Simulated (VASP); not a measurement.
# BiTe under changes of volume

One of the cells (31.797 Å³/atom); the others are scaled copies at fixed shape and fractional positions:

```
CELL_PARAMETERS angstrom
2.40266 1.38718 3.18009
-2.40266 1.38718 3.18009
0.00000 -2.77436 3.18009
ATOMIC_POSITIONS crystal
Bi 0.50000 0.50000 0.50000
Te 0.00000 0.00000 0.00000
```

The cell comes from a database or a generator and needn't be the stable form of this composition.

| Property | Result |
| --- | --- |
| Program | VASP 6.6.1 |
| Functional | PBEsol |
| Potentials or basis | VASP PAW PBE potentials, release 64 (Bi_d, Te) |
| Cutoff | 520 eV |
| k mesh | 6 × 6 × 6 |
| Occupations | fermi-dirac, width 0.05 eV |
| Spin | no spin polarisation |

```tsv
volume (Å³/atom)	energy over the lowest point (meV/atom)	pressure (GPa)
30.525	?	?
31.161	2.35	1.2
31.797	0.00	0.0
32.433	2.14	-1.1
33.069	8.29	-2.0
```

Question: What does the run at 30.525 Å³/atom give?

Answer: Energy over the lowest point 9.74 meV/atom; pressure 2.5 GPa.

Worked out: A Birch-Murnaghan fit of order 2 (a polynomial in V^(-2/3)) to the other rows has its minimum at 31.80 Å³/atom with B0 = V·E''(V) = 56 GPa at fixed shape and positions, which overstates the stiffness. It gives 9.62 meV/atom at 30.525 Å³/atom, against the run's 9.74, and -dE/dV = 2.5 GPa, against 2.5.

Energies are extrapolated to zero smearing.

Caveats: the PAW data sets were made with another functional, which shifts forces and pressure a little.
